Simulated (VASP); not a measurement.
```
CELL_PARAMETERS angstrom
      0.00000     3.08251     3.08251
      3.08251     0.00000     3.08251
      3.08251     3.08251     0.00000
ATOMIC_POSITIONS crystal
  Os 0.00000 0.00000 0.00000
  Ge 0.25000 0.25000 0.25000
  Ge 0.75000 0.75000 0.75000
```

Calculation: PBE GGA, VASP's PBE PAW potentials (set 64) (plane waves; VASP). Run with 400 eV cut-off, 12×12×12 Γ-centred mesh, first-order Methfessel-Paxton smearing of 0.10 eV, potentials Os Ge_d.

### Question
Give the stress tensor in GPa (positive for a compressed cell).

### Answer

```
-11.00    0.00    0.00
  0.00  -11.00    0.00
  0.00    0.00  -11.00
```
The pressure is its mean diagonal, -11.00 GPa.

The structure was generated: Ge2Os was put into the fluorite type (Fm-3m), which need not be its known phase. The cell was not relaxed at this level. The run is one of a series of settings (KPOINTS 12×12×12 Γ-centred mesh against the base run), some of them coarse on purpose.
